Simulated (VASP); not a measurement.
An input for Ansatz (written as the equivalent of a VASP run, and not itself run):

Ansatz 0.2 input:
```yaml
crystal:
  lattice:
    - [0.0000000, 3.2300000, 3.2300000]
    - [3.2300000, 0.0000000, 3.2300000]
    - [3.2300000, 3.2300000, 0.0000000]
  atoms:
    - { symbol: Hg, position: [0.0000000, 0.0000000, 0.0000000] }
    - { symbol: Te, position: [0.2500000, 0.2500000, 0.2500000] }
kpoints:
  mp_grid: { grid: [7, 7, 7] }
hamiltonian:
  xc: rpbe
  pseudopotentials: { kind: paw }
scf:
  occupations: { method: gaussian, width: 0.05 }
  max_iter: 100
relax:
  max_steps: 60
  f_tol: 0.01
  cell: {}
output: { forces: true, stress: true, eigenvalues: true }
```

Q: Write the VASP files for the same calculation (RPBE).

A: One answer among several that fit: 
KPOINTS:
```
Automatic mesh
0
Gamma
7 7 7
0 0 0
```

POSCAR:
```
HgTe
1.0
  0.0000000000   3.2300000000   3.2300000000
  3.2300000000   0.0000000000   3.2300000000
  3.2300000000   3.2300000000   0.0000000000
Hg Te
1 1
direct
  0.0000000000   0.0000000000   0.0000000000
  0.2500000000   0.2500000000   0.2500000000
```

INCAR:
```
! general
SYSTEM =HgTe
PREC   =Accurate
ENCUT  =520   ! plane-wave cut-off (eV)
LREAL  =F
LASPH  =T   ! aspherical one-centre terms

! electronic loop
EDIFF  =1E-6
NELM   =100
ALGO   =Normal   ! blocked Davidson
LMAXMIX=6   ! l cut-off of mixed one-centre charges

! smearing
ISMEAR =0
SIGMA  =0.05

! functional
GGA    =RP   ! RPBE

! ions
IBRION =2
NSW    =60
ISIF   =3   ! ions, shape and volume
EDIFFG =-0.01

! output
LWAVE  =F
LCHARG =F
```

POTCAR, in this order: Hg Te (PBE.64 set). Program: vasp_std.

Limits of the translation: each code has its own PAW files, so the cut-off isn't converted (ENCUT is set for VASP's; basis.ecutwfc is left out, and Ansatz then takes the one that its files recommend); Ansatz stops its SCF on the density residual and VASP on the energy change (EDIFF).

The compound is HgTe in the zinc blende structure. This run relaxes it. Symmetry was kept, so distortions that lower it aren't found.
